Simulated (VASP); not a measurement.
# Ba2CrN2 (I4/mmm) in VASP: reference runs

How does Ba2CrN2 come out in PBE? The cell is run as given.

Everything below comes from runs of VASP 6.6.1. Logs are shortened: lines on timing, memory, paths and dates and some standing lists are left out, and cuts for length are marked.

## 1. The crystal as given

Symmetry: I4/mmm, No. 139, tetragonal system. The conventional cell has a = 4.166 Å, b = 4.166 Å, c = 13.366 Å, α = 90.00°, β = 90.00°, γ = 90.00°. Ba (site symmetry 4mm) has 5 N at 2.95 Å as nearest neighbours. Cr (site symmetry 4/mmm) is surrounded by 2 N at 1.78 Å. Around N (site symmetry 4mm) lie 1 Cr at 1.78 Å.

The cell comes from a database or a generator and needn't be the stable form of this composition.

## 2. Single point, PBE, collinear spin, ferromagnetic start

INCAR

```
SYSTEM = Ba2CrN2
PREC = Accurate ; ENCUT = 520
EDIFF = 1E-7 ; ISMEAR = -1
SIGMA = 0.05 ; LREAL = .False.
LASPH = .True. ; NELM = 120
ALGO = Normal ; ISIF = 2
LWAVE = .False. ; LCHARG = .False.
ISPIN = 2 ; MAGMOM = 0 0 3 0 0
LORBIT = 11 ; LMAXMIX = 4
GGA = PE ; NBANDS = 33
```

KPOINTS

```
Automatic mesh
0
Gamma
  9 9 9
  0 0 0
```

POSCAR

```
Ba2CrN2
1.0
   -2.0828722500      2.0828722500      6.6827630000
    2.0828722500     -2.0828722500      6.6827630000
    2.0828722500      2.0828722500     -6.6827630000
Ba Cr N
2 1 2
Direct
    0.8535895000      0.8535895000      0.0000000000
    0.1464105000      0.1464105000      0.0000000000
    0.5000000000      0.5000000000      0.0000000000
    0.3668570000      0.3668570000      0.0000000000
    0.6331430000      0.6331430000      0.0000000000
```

Potentials or basis: VASP PAW PBE potentials, release 64 (Ba_sv, Cr_pv, N).

Started as:

```bash
$ cat potpaw_PBE.64/Ba_sv/POTCAR potpaw_PBE.64/Cr_pv/POTCAR potpaw_PBE.64/N/POTCAR > POTCAR
$ mpirun -np 1 vasp_std > vasp.out
```

OUTCAR:

```text
SYSTEM = Ba2CrN2
   PREC = Accurate
   ENCUT = 520
   EDIFF = 1E-7
   ISMEAR = -1
   LREAL = .False.
   LASPH = .True.
   NELM = 120
   ISIF = 2
   ISPIN = 2
   LORBIT = 11
   GGA = PE

 ion  position               nearest neighbor table
   1  0.854  0.854  0.000-   5 2.95   4 2.95   4 2.95   4 2.95   4 2.95   3 3.54   3 3.54   3 3.54
                             3 3.54   2 3.91   2 4.04   2 4.04   2 4.04   2 4.04
   2  0.146  0.146  0.000-   4 2.95   5 2.95   5 2.95   5 2.95   5 2.95   3 3.54   3 3.54   3 3.54
                             3 3.54   1 3.91   1 4.04   1 4.04   1 4.04   1 4.04
   3  0.500  0.500  0.000-   4 1.78   5 1.78   1 3.54   2 3.54   2 3.54   2 3.54   2 3.54   1 3.54
                             1 3.54   1 3.54
   4  0.367  0.367  0.000-   3 1.78   2 2.95   1 2.95   1 2.95   1 2.95   1 2.95
   5  0.633  0.633  0.000-   3 1.78   1 2.95   2 2.95   2 2.95   2 2.95   2 2.95

  LATTYP: Found a body centered tetragonal cell.
 ALAT       =     4.1657445000
 C/A-ratio  =     3.2084363311

  Lattice vectors:

 A1 = (  -2.0828722500,   2.0828722500,   6.6827630000)
 A2 = (   2.0828722500,  -2.0828722500,   6.6827630000)
 A3 = (   2.0828722500,   2.0828722500,  -6.6827630000)

Analysis of symmetry for initial positions (statically):
=====================================================================
 Subroutine PRICEL returns:
 Original cell was already a primitive cell.

 Routine SETGRP: Setting up the symmetry group for a
 body centered tetragonal supercell.

 Subroutine GETGRP returns: Found 16 space group operations
 (whereof 16 operations were pure point group operations)
 out of a pool of 16 trial point group operations.

The static configuration has the point symmetry D_4h.

Analysis of symmetry for dynamics (positions and initial velocities):
=====================================================================
 Subroutine PRICEL returns:
 Original cell was already a primitive cell.

 Routine SETGRP: Setting up the symmetry group for a
 body centered tetragonal supercell.

 Subroutine GETGRP returns: Found 16 space group operations
 (whereof 16 operations were pure point group operations)
 out of a pool of 16 trial point group operations.

The dynamic configuration has the point symmetry D_4h.

Analysis of structural, dynamic, and magnetic symmetry:
=====================================================================
 Subroutine PRICEL returns:
 Original cell was already a primitive cell.

 Routine SETGRP: Setting up the symmetry group for a
 body centered tetragonal supercell.

 Subroutine GETGRP returns: Found 16 space group operations
 (whereof 16 operations were pure point group operations)
 out of a pool of 16 trial point group operations.

The overall configuration has the point symmetry D_4h.

 Subroutine INISYM returns: Found 16 space group operations
 (whereof 16 operations are pure point group operations),
 and found     1 'primitive' translations

----------------------------------------------------------------------------------------

                                     Primitive cell

  volume of cell :     115.9688

  direct lattice vectors                    reciprocal lattice vectors
    -2.082872250  2.082872250  6.682763000     0.000000000  0.240053129  0.074819352
     2.082872250 -2.082872250  6.682763000     0.240053129  0.000000000  0.074819352
     2.082872250  2.082872250 -6.682763000     0.240053129  0.240053129  0.000000000

  length of vectors
     7.303152397  7.303152397  7.303152397     0.251442717  0.251442717  0.339486390

  position of ions in fractional coordinates (direct lattice)
     0.853589500  0.853589500  0.000000000
     0.146410500  0.146410500  0.000000000
     0.500000000  0.500000000  0.000000000
     0.366857000  0.366857000  0.000000000
     0.633143000  0.633143000  0.000000000

  ion indices of the primitive-cell ions
   primitive index   ion index
                 1           1
                 2           2
                 3           3
                 4           4
                 5           5

----------------------------------------------------------------------------------------

 KPOINTS: Automatic mesh

Automatic generation of k-mesh.
 Grid dimensions read from file:
 generate k-points for:    9    9    9

 Generating k-lattice:

  Cartesian coordinates                     Fractional coordinates (reciprocal lattice)
     0.000000000  0.026672570  0.008313261     0.111111111  0.000000000  0.000000000
     0.026672570  0.000000000  0.008313261     0.000000000  0.111111111  0.000000000
     0.026672570  0.026672570  0.000000000     0.000000000  0.000000000  0.111111111

  Length of vectors
     0.027938080  0.027938080  0.037720710

  Shift w.r.t. Gamma in fractional coordinates (k-lattice)
     0.000000000  0.000000000  0.000000000

 Subroutine IBZKPT returns following result:
 ===========================================

 Found     75 irreducible k-points:

 Following reciprocal coordinates:
            Coordinates               Weight
  0.000000  0.000000  0.000000      1.000000
  0.111111 -0.000000  0.000000      8.000000
  0.222222  0.000000 -0.000000      8.000000
  0.333333  0.000000 -0.000000      8.000000
  0.444444  0.000000 -0.000000      8.000000
  0.111111  0.111111  0.000000      8.000000
[... 16 lines left out ...]
 -0.333333  0.333333  0.000000      4.000000
  0.444444  0.444444 -0.000000      8.000000
 [... further k-points ...]
   k-points           NKPTS =     75   k-points in BZ     NKDIM =     75   number of bands    NBANDS=     33
   number of dos      NEDOS =    301   number of ions     NIONS =      5
   total plane-waves  NPLWV = 157464
   dimension x,y,z NGX =    54 NGY =   54 NGZ =   54
   dimension x,y,z NGXF=   108 NGYF=  108 NGZF=  108
   ions per type =               2   1   2
   NGX,Y,Z   is equivalent  to a cutoff of  12.29, 12.29, 12.29 a.u.
   NGXF,Y,Z  is equivalent  to a cutoff of  24.58, 24.58, 24.58 a.u.
 SYSTEM =  Ba2CrN2
   PREC   = accura    normal or accurate (medium, high low for compatibility)
   ISTART =      0    job   : 0-new  1-cont  2-samecut
   ICHARG =      2    charge: 1-file 2-atom 10-const
   ISPIN  =      2    spin polarized calculation?
   LNONCOLLINEAR =      F non collinear calculations
   LSORBIT =      F    spin-orbit coupling
   LASPH  =      T    aspherical Exc in radial PAW
   ENCUT  =  520.0 eV  38.22 Ry    6.18 a.u.  13.58 13.58 13.58*2*pi/ulx,y,z
   NELM   =    120;   NELMIN=  2; NELMDL= -5     # of ELM steps
   EDIFF  = 0.1E-06   stopping-criterion for ELM
   LREAL  =      F    real-space projection
   EDIFFG = 0.1E-05   stopping-criterion for IOM
   NSW    =      0    number of steps for IOM
   IBRION =     -1    ionic relax: 0-MD 1-quasi-New 2-CG
   NFREE  =      0    steps in history (QN), initial steepest desc. (CG)
   ISIF   =      2    stress and relaxation
   ISYM   =      2    0-nonsym 1-usesym 2-fastsym
   POTIM  = 0.5000    time-step for ionic-motion
   TEBEG  =    0.0;   TEEND  =   0.0 temperature during run
   PSTRESS=    0.0 pullay stress
   NELECT =      42.0000    total number of electrons
   NUPDOWN=      -1.0000    fix difference up-down
   EMIN   =  10.00;   EMAX   =-10.00  energy-range for DOS
   EFERMI =   0.00;   METHOD = LEGACY
   ISMEAR =    -1;   SIGMA  =   0.05  broadening in eV -4-tet -1-fermi 0-gaus
   EFERMI_NEDOS =   21; number of points for ismear=-14 and -15
   IALGO  =     38    algorithm
   IMIX   =      4    mixing-type and parameters
     AMIX     =   0.40;   BMIX     =  1.00
     AMIX_MAG =   1.60;   BMIX_MAG =  1.00
  volume/ion in A,a.u.               =      23.19       156.52
  Fermi-wavevector in a.u.,A,eV,Ry     =   1.166928  2.205175 18.527346  1.361722
  Thomas-Fermi vector in A             =   2.303435
   LORBIT       =     11    0 simple, 1 ext, 2 COOP (PROOUT), +10 PAW based schemes
   GGA     = PE    functional components
   LHFCALC =     F    Hartree Fock is set to
   AEXX    =    0.0000 exact exchange contribution
   IVDW    =     0    specifies the selected vdW correction
   LEPSILON=     F    determine dielectric tensor
   LRPA    =     F    only Hartree local field effects (RPA)
 spin polarized calculation
  energy-cutoff  :      520.00
  volume of cell :      115.97
 maximum number of plane-waves:      3145
   NGX = 27   NGY = 27   NGZ = 27

 number of electron      42.0000006 magnetization       1.9997802

 Free energy of the ion-electron system (eV)
  ---------------------------------------------------
  ext. energy  EPLUGINS =         0.00000000
  ---------------------------------------------------
  free energy    TOTEN  =       -32.19573861 eV

  energy without entropy =      -32.19150125  energy(sigma->0) =      -32.19361993

 E-fermi :   3.5218     XC(G=0):  -9.4332

 val. band max:        3.4916358808   @ k =   0.0000   0.0000   0.0000
 cond. band min:       3.5255674390   @ k =   0.4444   0.3333   0.1111
 fundamental gap:      0.0339315582
 Fermi energy:         3.5218296509

 spin component 1

 k-point     1 :       0.0000    0.0000    0.0000
  band No.  band energies     occupation
      1     -40.6895      1.00000
      2     -40.6895      1.00000
      3     -40.3837      1.00000
      4     -24.2266      1.00000
      5     -24.0876      1.00000
      6     -10.1471      1.00000
[... 853 lines left out ...]
     32       9.3217      0.00000
     33       9.4874      0.00000

 [... further k-points ...]

 spin component 2

 k-point     1 :       0.0000    0.0000    0.0000
  band No.  band energies     occupation
      1     -39.2532      1.00000
      2     -38.1222      1.00000
      3     -38.1222      1.00000
      4     -24.2334      1.00000
      5     -24.0938      1.00000
      6     -10.1972      1.00000
[... 853 lines left out ...]
     32       9.5072      0.00000
     33      10.3243      0.00000

 [... further k-points ...]
[... 5 lines left out ...]
  --------------------------------------------------------------------------------------
  -------------------------------------------------------------------------------------
  Total       -0.1587353     -0.1587353     -0.3772107      0.0000000     -0.0000000      0.0000000
  in kB       -2.1930214     -2.1930214     -5.2113867      0.0000000     -0.0000000      0.0000000
  external PRESSURE =      -3.1991432 kB  Pullay stress =       0.0000000 kB

 VOLUME and BASIS-vectors are now :
 -----------------------------------------------------------------------------
  energy-cutoff  :      520.00
  volume of cell :      115.97
      direct lattice vectors                 reciprocal lattice vectors
    -2.082872250  2.082872250  6.682763000     0.000000000  0.240053129  0.074819352
     2.082872250 -2.082872250  6.682763000     0.240053129  0.000000000  0.074819352
     2.082872250  2.082872250 -6.682763000     0.240053129  0.240053129  0.000000000

 POSITION                                       TOTAL-FORCE (eV/Angst)
 -----------------------------------------------------------------------------------
      0.00000      0.00000     11.40867         0.000000      0.000000     -0.010443
      0.00000      0.00000      1.95685         0.000000      0.000000      0.010443
      0.00000      0.00000      6.68276         0.000000      0.000000      0.000000
      0.00000      0.00000      4.90324        -0.000000     -0.000000      0.105385
      0.00000      0.00000      8.46229        -0.000000     -0.000000     -0.105385
 -----------------------------------------------------------------------------------
    total drift:                                0.000000     -0.000000      0.000000

  FREE ENERGIE OF THE ION-ELECTRON SYSTEM (eV)
  ---------------------------------------------------
  free  energy   TOTEN  =       -32.1957386129 eV

  energy  without entropy=      -32.1915012454  energy(sigma->0) =      -32.19361993

 total charge

# of ion       s       p       d       tot
------------------------------------------
    1        2.017   5.599   0.339   7.956
    2        2.017   5.599   0.339   7.956
    3        0.436   6.405   4.129  10.971
    4        1.277   2.339   0.000   3.615
    5        1.277   2.339   0.000   3.615
--------------------------------------------------
tot          7.024  22.282   4.808  34.114

 magnetization (x)

# of ion       s       p       d       tot
------------------------------------------
    1       -0.001   0.001  -0.010  -0.010
    2       -0.001   0.001  -0.010  -0.010
    3        0.028   0.024   2.027   2.078
    4       -0.004  -0.099   0.000  -0.103
    5       -0.004  -0.099   0.000  -0.103
--------------------------------------------------
tot          0.018  -0.173   2.006   1.851
```

It took 22 min on 1 thread of AMD EPYC 9R45 (Zen 5), shared host; peak memory 0.75 GiB.

What came out:

```yaml
Free_energy: -32.1957 eV
Pressure: -0.3 GPa
Largest_force: 0.105 eV/Å
Band_gap_on_the_k_mesh: none (metal or under the smearing width)
Net_moment: 2.00 μB per cell
Site_moments: Ba -0.01; Cr +2.08; N -0.10 μB
Valence_electrons_inside_the_program's_atomic_spheres: Ba 7.96; Cr 10.97; N 3.62
```

Forces in eV/Å, atoms in the order of the input:
```
Ba   0.000  0.000 -0.010
Ba   0.000  0.000  0.010
Cr   0.000  0.000  0.000
N    0.000  0.000  0.105
N    0.000  0.000 -0.105
```

Stress tensor (GPa, compression positive):
```
-0.22  0.00  0.00
 0.00 -0.22  0.00
 0.00  0.00 -0.52
```

Caveat: a cell with one magnetic atom can't hold antiferromagnetic order, which such compounds often take.
